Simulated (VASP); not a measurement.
VASP ran on this input.

INCAR:
```
SYSTEM = PdIn
PREC = Accurate
ENCUT = 400
EDIFF = 1E-6
NELM = 100
ALGO = Normal
LREAL = .FALSE.
LASPH = .TRUE.
ISMEAR = 1
SIGMA = 0.1
GGA = PE
LMAXMIX = 4
LWAVE = .FALSE.
LCHARG = .FALSE.
ISIF = 2
NBANDS = 10
```

**KPOINTS**
```
Automatic mesh
0
Gamma
8 8 8
0 0 0
```

POSCAR:
```
PdIn
1
    3.3150000000     0.0000000000     0.0000000000
    0.0000000000     3.3150000000     0.0000000000
    0.0000000000     0.0000000000     3.3150000000
In Pd
1 1
Direct
  0.5000000000   0.5000000000   0.5000000000
  0.0000000000   0.0000000000   0.0000000000
```

POTCAR, in this order: In_d Pd (PBE.64 set). Program: vasp_std.

The run wrote:

**standard output**
```
 POSCAR found type information on POSCAR InPd
 POSCAR found :  2 types and       2 ions
 Reading from existing POTCAR
 Reading from existing POTCAR
 LDA part: xc-table for (Slater+PW92), standard interpolation

 -----------------------------------------------------------------------------
|                                                                             |
|     EEEEEEE  RRRRRR   RRRRRR   OOOOOOO  RRRRRR      ###     ###     ###     |
|     E        R     R  R     R  O     O  R     R     ###     ###     ###     |
|     E        R     R  R     R  O     O  R     R     ###     ###     ###     |
|     EEEEE    RRRRRR   RRRRRR   O     O  RRRRRR       #       #       #      |
|     E        R   R    R   R    O     O  R   R                               |
|     E        R    R   R    R   O     O  R    R      ###     ###     ###     |
|     EEEEEEE  R     R  R     R  OOOOOOO  R     R     ###     ###     ###     |
|                                                                             |
|     The number of bands is not sufficient to hold all electrons. I am       |
|     sorry, but this calculation does not make sense. If you want to         |
|     calculate only selected states, you need to set either EFERMI or        |
|     EREF. EREF specifies around which energy states are supposed to be      |
|     calculated.                                                             |
|     I found NBANDS = 10, NELECT = 23.                                       |
|                                                                             |
|       ---->  I REFUSE TO CONTINUE WITH THIS SICK JOB ... BYE!!! <----       |
|                                                                             |
 -----------------------------------------------------------------------------
```

**Question.** Read input and log: which fault does this run have?
(A) ALGO = VeryFast starts from random orbitals with almost no delay (NELMDL = -1)
(B) NBANDS is too small to hold all electrons
(C) NELM is too small, so the electronic loop ends before EDIFF is met
(D) SIGMA is far too large

**Answer.** B, NBANDS is too small to hold all electrons. VASP stops with an error: The number of bands is not sufficient to hold all electrons. I am sorry, but this calculation does not make sense. If you want to calculate only selected states, you need to set either EFERMI or EREF. EREF specifies around which energy states are supposed to be calculated. I found NBANDS = 10, NELECT = 23. ----> I REFUSE TO CONTINUE WITH THIS SICK JOB ... BYE!!! <----

To mend it, remove NBANDS.

The mended run (PBE GGA, plane waves, VASP's PBE PAW potentials (set 64)) converges, and its OSZICAR ends with
```
   1 F= -.87435071E+01 E0= -.87427178E+01  d E =-.236816E-02
```

The compound is PdIn in the CsCl type structure. The cell was not relaxed at this level. The electron count is odd and the run is not spin-polarised, which forces a metal.
